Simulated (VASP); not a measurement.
## Cr₃Ge (space group Pm-3n): computed properties

These are r2SCAN meta-GGA, VASP's PBE PAW potentials (set 64) (plane waves; VASP 6.6.1) values and carry that method's errors.

```
Quantity                                                                                                   Value
----------------------------------  ----------------------------------------------------------------------------
space group                                                                                          Pm-3n (223)
cell                                a = 4.5446 Å, b = 4.5446 Å, c = 4.5446 Å, α = 90.00°, β = 90.00°, γ = 90.00°
volume per atom                                                                                   11.73 Å^3/atom
band gap (over mesh and band path)                                      none (metal, semimetal or under 0.01 eV)
density                                                                                               8.09 g/cm³
```

Cr$_{3}$Ge is taken in the cubic space group Pm-3n (No. 223), the A15 (Cr3Si type) structure, Pearson symbol cP8. Conventional cell: a = b = c = 4.545 Å, α = β = γ = 90.00°. Cr on 6c is surrounded by 2 Cr at 2.272 Å and 8 Cr at 2.783 Å and 4 Ge at 2.541 Å. Ge on 2a sees 12 Cr at 2.541 Å. (Neighbours: up to the widest gap in distance over summed covalent radii, below 1.35, at either atom; cation-cation and far metal-metal contacts left out.)

The structure comes from a computed database's Cr3Ge entry (Pm-3n); how it stands against other phases isn't given here. It was relaxed first. Symmetry was kept, so distortions that lower it aren't found. The run is not spin-polarised, so no magnetic state was tried.
